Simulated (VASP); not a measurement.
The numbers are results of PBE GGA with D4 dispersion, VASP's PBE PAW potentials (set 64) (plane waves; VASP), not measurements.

A VASP calculation is set up with these files.

**KPOINTS**
```
k-points along high-symmetry lines
10
Line-mode
Reciprocal
  0.000000   0.000000   0.000000 ! GAMMA
  0.000000   0.500000   0.000000 ! M

  0.000000   0.500000   0.000000 ! M
 -0.333333   0.666667   0.000000 ! K

 -0.333333   0.666667   0.000000 ! K
  0.000000   0.000000   0.000000 ! GAMMA

  0.000000   0.000000   0.000000 ! GAMMA
  0.000000   0.000000   0.500000 ! A

  0.000000   0.000000   0.500000 ! A
  0.000000   0.500000   0.500000 ! L

  0.000000   0.500000   0.500000 ! L
 -0.333333   0.666667   0.500000 ! H

 -0.333333   0.666667   0.500000 ! H
  0.000000   0.000000   0.500000 ! A

  0.000000   0.500000   0.500000 ! L
  0.000000   0.500000   0.000000 ! M

 -0.333333   0.666667   0.500000 ! H
 -0.333333   0.666667   0.000000 ! K
```

INCAR:
```
IVDW  =  13   # D4
SIGMA  =  0.05   # width (eV)
ALGO  =  Normal
ISMEAR  =  0   # Gaussian
LASPH  =  .True.   # aspherical one-centre terms
ICHARG  =  11   # fixed density
LMAXMIX  =  4
NELM  =  100
LCHARG  =  .False.
SYSTEM  =  GaN
LREAL  =  .False.
ENCUT  =  520
GGA  =  PE
PREC  =  Accurate
LORBIT  =  11   # lm-projected
EDIFF  =  1E-7   # SCF stop (eV)
LWAVE  =  .False.
```

POSCAR:
```
GaN
3.1858310
  0.5000000757  -0.8660255231   0.0000000000
  0.5000000757   0.8660255231   0.0000000000
  0.0000000000   0.0000000000   1.6281256392
Ga N
2 2
Cart
  0.5000000757  -0.2886757517   0.8141281354
  0.5000000757   0.2886757517   0.0000653158
  0.5000000757  -0.2886757517   1.4278008697
  0.5000000757   0.2886757517   0.6137380501
```

POTCAR, in this order: Ga_d N (PBE.64 set). Program: vasp_std. Read from the step before: CHGCAR.

The resulting files:

File OUTCAR:
```
 ion  position               nearest neighbor table
   1  0.667  0.333  0.500-   4 1.95   4 1.95   4 1.95   3 1.96
   2  0.333  0.667  0.000-   3 1.95   3 1.95   3 1.95   4 1.96
   3  0.667  0.333  0.877-   2 1.95   2 1.95   2 1.95   1 1.96
   4  0.333  0.667  0.377-   1 1.95   1 1.95   1 1.95   2 1.96
  LATTYP: Found a hexagonal cell.
 ALAT       =     3.1858314499
 C/A-ratio  =     1.6281254092
 Subroutine PRICEL returns:
 Original cell was already a primitive cell.
 Subroutine GETGRP returns: Found 12 space group operations
The static configuration has the point symmetry C_3v.
 The point group associated with its full space group is C_6v.
The dynamic configuration has the point symmetry C_3v.
 Subroutine INISYM returns: Found 12 space group operations
   k-points           NKPTS =     90   k-points in BZ     NKDIM =     90   number of bands    NBANDS=     22
   number of dos      NEDOS =    301   number of ions     NIONS =      4
   total plane-waves  NPLWV =  23040
   dimension x,y,z NGX =    24 NGY =   24 NGZ =   40
   dimension x,y,z NGXF=    48 NGYF=   48 NGZF=   80
   ions per type =               2   2
   PREC   = accura    normal or accurate (medium, high low for compatibility)
   ISTART =      0    job   : 0-new  1-cont  2-samecut
   ICHARG =     11    charge: 1-file 2-atom 10-const
   ISPIN  =      1    spin polarized calculation?
   LNONCOLLINEAR =      F non collinear calculations
   LSORBIT =      F    spin-orbit coupling
   INIWAV =      1    electr: 0-lowe 1-rand  2-diag
   ENCUT  =  520.0 eV  38.22 Ry    6.18 a.u.   5.92  5.92  9.64*2*pi/ulx,y,z
   NELM   =    100;   NELMIN=  2; NELMDL= -5     # of ELM steps
   EDIFF  = 0.1E-06   stopping-criterion for ELM
   LREAL  =      F    real-space projection
   NLSPLINE    = F    spline interpolate recip. space projectors
   LMAXMIX     =    4 max onsite mixed and CHGCAR
   VOSKOWN=      0    Vosko Wilk Nusair interpolation
   EDIFFG = 0.1E-05   stopping-criterion for IOM
   NSW    =      0    number of steps for IOM
   NBLOCK =      1;   KBLOCK =      1    inner block; outer block
   IBRION =     -1    ionic relax: 0-MD 1-quasi-New 2-CG
   NFREE  =      0    steps in history (QN), initial steepest desc. (CG)
   ISIF   =      2    stress and relaxation
   ISYM   =      2    0-nonsym 1-usesym 2-fastsym
   TEIN   =    0.0    initial temperature
   TEBEG  =    0.0;   TEEND  =   0.0 temperature during run
   SMASS  =  -3.00    Nose mass-parameter (am)
   PSTRESS=    0.0 pullay stress
   NELECT =      36.0000    total number of electrons
   EFERMI =   0.00;   METHOD = LEGACY
   ISMEAR =     0;   SIGMA  =   0.05  broadening in eV -4-tet -1-fermi 0-gaus
   IALGO  =     38    algorithm
   LDIAG  =      T    sub-space diagonalisation (order eigenvalues)
   IMIX   =      4    mixing-type and parameters
     AMIX     =   0.40;   BMIX     =  1.00
     AMIX_MAG =   1.60;   BMIX_MAG =  1.00
     AMIN     =   0.10
   GGA     = PE    functional components
   VOSKOWN =     0    Vosko Wilk Nusair interpolation
   LHFCALC =     F    Hartree Fock is set to
   LHFONE  =     F    Hartree Fock one center treatment
   AEXX    =    0.0000 exact exchange contribution
   IVDW    =    13    specifies the selected vdW correction
   LEPSILON=     F    determine dielectric tensor
   LRPA    =     F    only Hartree local field effects (RPA)
  energy-cutoff  :      520.00
  volume of cell :       45.59
      direct lattice vectors                 reciprocal lattice vectors
     1.592915741 -2.759010958  0.000000000     0.313889798 -0.181224362  0.000000000
     1.592915741  2.759010958  0.000000000     0.313889798  0.181224362  0.000000000
     0.000000000  0.000000000  5.186933133     0.000000000  0.000000000  0.192792152
 k-point     1 :   0.0000 0.0000 0.0000  plane waves:    1237
 k-point     2 :   0.0000 0.0556 0.0000  plane waves:    1217
 k-point     3 :   0.0000 0.1111 0.0000  plane waves:    1217
 k-point     4 :   0.0000 0.1667 0.0000  plane waves:    1218
 k-point     5 :   0.0000 0.2222 0.0000  plane waves:    1226
 k-point     6 :   0.0000 0.2778 0.0000  plane waves:    1224
...
```

**OSZICAR**
```
       N       E                     dE             d eps       ncg     rms          rms(c)
DAV:   1     0.272092510977E+03    0.27209E+03   -0.18655E+04  4132   0.309E+03
DAV:   2     0.107813850246E+02   -0.26131E+03   -0.25349E+03  4288   0.540E+02
DAV:   3    -0.219373861793E+02   -0.32719E+02   -0.32162E+02  4596   0.150E+02
DAV:   4    -0.232569743331E+02   -0.13196E+01   -0.13162E+01  5356   0.312E+01
DAV:   5    -0.232806212742E+02   -0.23647E-01   -0.23630E-01  4650   0.372E+00
DAV:   6    -0.232816707937E+02   -0.10495E-02   -0.10495E-02  6024   0.704E-01
DAV:   7    -0.232816828839E+02   -0.12090E-04   -0.12089E-04  4664   0.630E-02
DAV:   8    -0.232816832316E+02   -0.34768E-06   -0.34761E-06  5798   0.101E-02
DAV:   9    -0.232816832392E+02   -0.76298E-08   -0.75546E-08  3306   0.128E-03
   1 F= -.24888016E+02 E0= -.24888016E+02  d E =-.149387E-10
```

File OUTCAR:
```
 val. band max:        5.3404636736   @ k =   0.0000   0.0000   0.0000

 cond. band min:       7.2680164643   @ k =   0.0000   0.0000   0.0000



 k-point     1 :       0.0000    0.0000    0.0000
  band No.  band energies     occupation
      1     -10.6555      2.00000
      2      -9.7284      2.00000
      3      -8.0978      2.00000
      4      -8.0831      2.00000
      5      -8.0831      2.00000
      6      -8.0214      2.00000
      7      -8.0214      2.00000
      8      -7.8282      2.00000
      9      -7.8282      2.00000
     10      -7.7296      2.00000
     11      -7.7295      2.00000
     12      -6.4966      2.00000
     13      -1.7168      2.00000
     14       4.3053      2.00000
     15       4.3053      2.00000
     16       5.3060      2.00000
     17       5.3404      2.00000
     18       5.3405      2.00000
     19       7.2680      0.00000
     20       9.6027      0.00000
     21      14.5512      0.00000
     22      15.2444      0.00000

 k-point     2 :       0.0000    0.0556    0.0000
  band No.  band energies     occupation
      1     -10.6245      2.00000
      2      -9.7201      2.00000
      3      -8.0959      2.00000
      4      -8.0784      2.00000
      5      -8.0723      2.00000
      6      -8.0182      2.00000
      7      -8.0152      2.00000
      8      -7.8308      2.00000
      9      -7.8286      2.00000
     10      -7.7351      2.00000
     11      -7.7288      2.00000
     12      -6.4750      2.00000
     13      -1.6725      2.00000
     14       4.0646      2.00000
     15       4.2385      2.00000
     16       5.0216      2.00000
     17       5.2772      2.00000
     18       5.3128      2.00000
     19       7.5627      0.00000
     20       9.8107      0.00000
     21      14.4827      0.00000
     22      14.9873      0.00000

 k-point     3 :       0.0000    0.1111    0.0000
  band No.  band energies     occupation
      1     -10.5353      2.00000
      2      -9.6974      2.00000
...
```

The density is held fixed in this step, so its total energy and stress have no physical meaning.

The compound is GaN in the wurtzite structure. It was relaxed first.
